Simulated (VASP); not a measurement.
Input for VASP

### POSCAR
```
Cu
1
    0.0000000000     1.7515829442     1.7515829442
    1.7515829442     0.0000000000     1.7515829442
    1.7515829442     1.7515829442     0.0000000000
Cu
1
Direct
  0.0000000000   0.0000000000   0.0000000000
```

File KPOINTS:
```
Automatic mesh
0
gamma
  18 18 18
```

**INCAR**
```
SYSTEM = Cu
PREC = Accurate; ENCUT = 500; LREAL = F
LASPH = T
EDIFF = 1E-6; NELM = 100; ALGO = Normal
LMAXMIX = 4
ISMEAR = 1; SIGMA = 0.1
GGA = PE
IBRION = 2; NSW = 40; ISIF = 3
EDIFFG = -0.02; PSTRESS = 300
LWAVE = F; LCHARG = F
```

POTCAR, in this order: Cu (PBE.64 set). Program: vasp_std.

Task: Write an equivalent input for Ansatz.

Result: One equivalent input (not run):
Ansatz 0.2 input:
```yaml
crystal:
  lattice:
    - [0.0000000, 1.7515829, 1.7515829]
    - [1.7515829, 0.0000000, 1.7515829]
    - [1.7515829, 1.7515829, 0.0000000]
  atoms:
    - { symbol: Cu, position: [0.0000000, 0.0000000, 0.0000000] }
kpoints:
  mp_grid: { grid: [18, 18, 18] }
hamiltonian:
  xc: pbe
  pseudopotentials: { kind: paw }
scf:
  occupations: { method: methfessel_paxton, width: 0.1 }
  max_iter: 100
relax:
  max_steps: 40
  f_tol: 0.02
  cell: { p_target: 30 }
output: { forces: true, stress: true, eigenvalues: true }
```
What does not carry over: each code has its own PAW files, so the cut-off isn't converted (ENCUT is set for VASP's; basis.ecutwfc is left out, and Ansatz then takes the one that its files recommend); Ansatz stops its SCF on the density residual and VASP on the energy change (EDIFF).

The compound is Cu in the fcc structure. This run relaxes it under an external pressure of 30 GPa. Symmetry was kept, so distortions that lower it aren't found.
